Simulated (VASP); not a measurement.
Energy against volume of Li$_{2}$S (antifluorite). Level of theory: RPBE GGA, VASP's PBE PAW potentials (set 64) (plane waves; VASP). Settings: 520 eV cut-off, 7×7×7 Γ-centred mesh, Gaussian smearing of 0.050 eV, potentials Li_sv S.

```json
[
 {"V (Å³/atom)": "15.502", "E (eV/atom)": "-3.81603"},
 {"V (Å³/atom)": "15.981", "E (eV/atom)": "-3.81854"},
 {"V (Å³/atom)": "16.461", "E (eV/atom)": "-3.81753"},
 {"V (Å³/atom)": "16.940", "E (eV/atom)": "-3.81348"}
]
```

Fit these four points and predict the energy of the run at 15.023 Å³/atom.

A cubic in V^(−2/3), the third-order Birch-Murnaghan form, passes through the four points with V0 = 16.07 Å³/atom and B0 = 38 GPa, and gives -3.8094 eV/atom there. The run gave -3.8095 eV/atom, -0.0 meV/atom from the fit; all five points give B0 = 38 GPa.

The compound is Li2S in the antifluorite structure. It was relaxed first.
